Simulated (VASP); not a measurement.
Output of a VASP run:

### OUTCAR
```
 ion  position               nearest neighbor table
   1  0.000  0.000  0.000-   2 2.44   2 2.44   2 2.44   2 2.44
   2  0.250  0.250  0.250-   1 2.44   1 2.44   1 2.44   1 2.44
  LATTYP: Found a face centered cubic cell.
 ALAT       =     5.6284071044
 Subroutine PRICEL returns:
 Original cell was already a primitive cell.
 Subroutine GETGRP returns: Found 24 space group operations
The static configuration has the point symmetry T_d .
The dynamic configuration has the point symmetry T_d .
 Subroutine INISYM returns: Found 24 space group operations
 Subroutine IBZKPT returns following result:
 Found     35 irreducible k-points:

 Following reciprocal coordinates:
            Coordinates               Weight
  0.000000  0.000000  0.000000      1.000000
  0.111111  0.000000  0.000000      8.000000
  0.222222  0.000000  0.000000      8.000000
  0.333333  0.000000  0.000000      8.000000
  0.444444  0.000000  0.000000      8.000000
  0.111111  0.111111  0.000000      6.000000
  0.222222  0.111111  0.000000     24.000000
  0.333333  0.111111  0.000000     24.000000
  0.444444  0.111111  0.000000     24.000000
 -0.444444  0.111111  0.000000     24.000000
 -0.333333  0.111111  0.000000     24.000000
 -0.222222  0.111111  0.000000     24.000000
 -0.111111  0.111111  0.000000     12.000000
  0.222222  0.222222  0.000000      6.000000
  0.333333  0.222222  0.000000     24.000000
  0.444444  0.222222  0.000000     24.000000
 -0.444444  0.222222  0.000000     24.000000
 -0.333333  0.222222  0.000000     24.000000
 -0.222222  0.222222  0.000000     12.000000
  0.333333  0.333333  0.000000      6.000000
  0.444444  0.333333  0.000000     24.000000
 -0.444444  0.333333  0.000000     24.000000
 -0.333333  0.333333  0.000000     12.000000
  0.444444  0.444444  0.000000      6.000000
 -0.444444  0.444444  0.000000     12.000000
  0.333333  0.222222  0.111111     24.000000
  0.444444  0.222222  0.111111     48.000000
 -0.444444  0.222222  0.111111     48.000000
  0.444444  0.333333  0.111111     24.000000
 -0.444444  0.333333  0.111111     48.000000
 -0.333333  0.333333  0.111111     48.000000
 -0.222222  0.333333  0.111111     24.000000
 -0.444444  0.444444  0.111111     24.000000
 -0.333333  0.444444  0.111111     24.000000
 -0.333333  0.444444  0.222222     24.000000
   k-points           NKPTS =     35   k-points in BZ     NKDIM =     35   number of bands    NBANDS=     13
   number of dos      NEDOS =    601   number of ions     NIONS =      2
   total plane-waves  NPLWV =  27000
   dimension x,y,z NGX =    30 NGY =   30 NGZ =   30
   dimension x,y,z NGXF=    60 NGYF=   60 NGZF=   60
   ions per type =               1   1
   PREC   = accura    normal or accurate (medium, high low for compatibility)
   ISTART =      0    job   : 0-new  1-cont  2-samecut
   ICHARG =      2    charge: 1-file 2-atom 10-const
   ISPIN  =      1    spin polarized calculation?
   LNONCOLLINEAR =      F non collinear calculations
   LSORBIT =      F    spin-orbit coupling
   INIWAV =      1    electr: 0-lowe 1-rand  2-diag
   ENCUT  =  520.0 eV  38.22 Ry    6.18 a.u.   7.40  7.40  7.40*2*pi/ulx,y,z
   NELM   =    100;   NELMIN=  2; NELMDL= -5     # of ELM steps
   EDIFF  = 0.1E-06   stopping-criterion for ELM
   LREAL  =      F    real-space projection
   NLSPLINE    = F    spline interpolate recip. space projectors
   LMAXMIX     =    4 max onsite mixed and CHGCAR
   VOSKOWN=      0    Vosko Wilk Nusair interpolation
   EDIFFG = 0.1E-05   stopping-criterion for IOM
   NSW    =      0    number of steps for IOM
   NBLOCK =      1;   KBLOCK =      1    inner block; outer block
   IBRION =     -1    ionic relax: 0-MD 1-quasi-New 2-CG
   NFREE  =      0    steps in history (QN), initial steepest desc. (CG)
   ISIF   =      2    stress and relaxation
   ISYM   =      2    0-nonsym 1-usesym 2-fastsym
   TEIN   =    0.0    initial temperature
   TEBEG  =    0.0;   TEEND  =   0.0 temperature during run
...
```

OSZICAR:
```
       N       E                     dE             d eps       ncg     rms          rms(c)
DAV:   1     0.888403931271E+02    0.88840E+02   -0.93754E+03   915   0.192E+03
DAV:   2     0.298416844238E+01   -0.85856E+02   -0.83413E+02  1005   0.340E+02
DAV:   3    -0.381792279208E+01   -0.68021E+01   -0.67618E+01  1130   0.791E+01
DAV:   4    -0.395825551710E+01   -0.14033E+00   -0.14021E+00  1104   0.122E+01
DAV:   5    -0.396181237305E+01   -0.35569E-02   -0.35565E-02  1153   0.164E+00    0.324E+00
DAV:   6    -0.364235776077E+01    0.31945E+00   -0.74783E-01  1259   0.119E+01    0.200E+00
DAV:   7    -0.362479129585E+01    0.17566E-01   -0.16102E-01  1056   0.251E+00    0.115E+00
DAV:   8    -0.362348820783E+01    0.13031E-02   -0.22299E-02  1100   0.195E+00    0.895E-02
DAV:   9    -0.362335571984E+01    0.13249E-03   -0.29430E-03  1241   0.111E+00    0.434E-02
DAV:  10    -0.362338281656E+01   -0.27097E-04   -0.18158E-04  1081   0.176E-01    0.252E-02
DAV:  11    -0.362339783127E+01   -0.15015E-04   -0.44950E-05   985   0.701E-02    0.120E-02
DAV:  12    -0.362339748361E+01    0.34766E-06   -0.11883E-06  1252   0.146E-02    0.818E-03
DAV:  13    -0.362339758998E+01   -0.10637E-06   -0.46534E-07   985   0.560E-03    0.351E-03
DAV:  14    -0.362339759255E+01   -0.25739E-08   -0.34691E-08   565   0.356E-03
   1 F= -.36233976E+01 E0= -.36233976E+01  d E =0.000000E+00
```

OUTCAR:
```
------------------------ aborting loop because EDIFF is reached ----------------------------------------
  FORCE on cell =-STRESS in cart. coord.  units (eV):
  Direction    XX          YY          ZZ          XY          YZ          ZX
  --------------------------------------------------------------------------------------
  Total        0.0077433      0.0077433      0.0077433      0.0000000      0.0000000     -0.0000000
  in kB        0.2783163      0.2783163      0.2783163      0.0000000      0.0000000     -0.0000000
  external PRESSURE =       0.2783163 kB  Pullay stress =       0.0000000 kB
  volume of cell :       44.58
      direct lattice vectors                 reciprocal lattice vectors
     0.000000000  2.814203552  2.814203552    -0.177670162  0.177670162  0.177670162
     2.814203552  0.000000000  2.814203552     0.177670162 -0.177670162  0.177670162
     2.814203552  2.814203552  0.000000000     0.177670162  0.177670162 -0.177670162
  FREE ENERGIE OF THE ION-ELECTRON SYSTEM (eV)
  ---------------------------------------------------
  free  energy   TOTEN  =        -3.6233975926 eV

  energy  without entropy=       -3.6233975926  energy(sigma->0) =       -3.62339759

 total charge

# of ion       s       p       d       tot
------------------------------------------
    1        0.878   0.736   9.994  11.608
    2        1.042   1.486   0.000   2.528
--------------------------------------------------
tot          1.920   2.222   9.994  14.136
```
(Selected blocks of OUTCAR.)

POSCAR:
```
GaP
1
    0.0000000000     2.8142035522     2.8142035522
    2.8142035522     0.0000000000     2.8142035522
    2.8142035522     2.8142035522     0.0000000000
Ga P
1 1
Direct
  0.0000000000   0.0000000000   0.0000000000
  0.2500000000   0.2500000000   0.2500000000
```

Reconstruct the remaining input files.

One answer among several that fit: the input of the run itself, vdW-DF2, plane waves, VASP's PBE PAW potentials (set 64).

KPOINTS:
```
Automatic mesh
0
Gamma
9 9 9
0 0 0
```

**INCAR**
```
LASPH = T   # aspherical one-centre terms
LWAVE = F
LUSE_VDW = T
LORBIT = 11
EDIFF = 1E-7
ALGO = Normal   # blocked Davidson
ISIF = 2   # forces and stress, cell fixed
LCHARG = T
ISMEAR = -5   # tetrahedra, Bloechl
PREC = Accurate
AGGAC = 0.0
NELM = 100   # most electronic steps
NEDOS = 601   # DOS grid
LMAXMIX = 4   # l cut-off of mixed one-centre charges
ZAB_VDW = -1.8867
LREAL = F   # projection in real space or not
SYSTEM = GaP
ENCUT = 520   # plane-wave cut-off (eV)
GGA = ML
```

POTCAR, in this order: Ga_d P (PBE.64 set). Program: vasp_std.

The compound is GaP in the zinc blende structure. It was relaxed first, which changed the volume by +10 %.
